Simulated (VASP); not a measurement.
VASP input:

**POSCAR**
```
C
1
    1.2132826683    -2.1014662797     0.0000000000
    1.2132826683     2.1014662797     0.0000000000
    0.0000000000    -0.0000000000     5.5289533646
C
4
Direct
  0.0000000000   1.0000000000   0.2500000000
  1.0000000000   1.0000000000   0.7500000000
  0.3333330000   0.6666670000   0.2500000000
  0.6666670000   0.3333330000   0.7500000000
```

INCAR:
```
ALGO = Normal   # blocked Davidson
PSTRESS = 200   # kbar
EDIFFG = -0.02
LASPH = T   # aspherical one-centre terms
ENCUT = 620   # plane-wave cut-off (eV)
NSW = 40
SIGMA = 0.05   # width (eV)
ISMEAR = 0   # Gaussian
SYSTEM = C
EDIFF = 1E-6
ISIF = 3
LWAVE = F
GGA = PS   # PBEsol
PREC = Accurate
IBRION = 2   # conjugate gradients
LCHARG = F
NELM = 100   # most electronic steps
LREAL = F
```

**KPOINTS**
```
Automatic mesh
0
Gamma
10 10 4
0 0 0
```

POTCAR, in this order: C (PBE.64 set). Program: vasp_std.

Question: Translate this PBEsol calculation to Ansatz.

Answer: One equivalent input (not run):
Ansatz 0.2 input:
```yaml
crystal:
  lattice:
    - [1.2132827, -2.1014663, 0.0000000]
    - [1.2132827, 2.1014663, 0.0000000]
    - [0.0000000, 0.0000000, 5.5289534]
  atoms:
    - { symbol: C, position: [0.0000000, 1.0000000, 0.2500000] }
    - { symbol: C, position: [1.0000000, 1.0000000, 0.7500000] }
    - { symbol: C, position: [0.3333330, 0.6666670, 0.2500000] }
    - { symbol: C, position: [0.6666670, 0.3333330, 0.7500000] }
kpoints:
  mp_grid: { grid: [10, 10, 4] }
hamiltonian:
  xc: pbesol
  pseudopotentials: { kind: paw }
scf:
  occupations: { method: gaussian, width: 0.05 }
  max_iter: 100
relax:
  max_steps: 40
  f_tol: 0.02
  cell: { p_target: 20 }
output: { forces: true, stress: true, eigenvalues: true }
```
The two are equivalent in intent, not identical: each code has its own PAW files, so the cut-off isn't converted (ENCUT is set for VASP's; basis.ecutwfc is left out, and Ansatz then takes the one that its files recommend); Ansatz stops its SCF on the density residual and VASP on the energy change (EDIFF).

The compound is C in the graphite structure. It was relaxed first under an external pressure of 20 GPa.
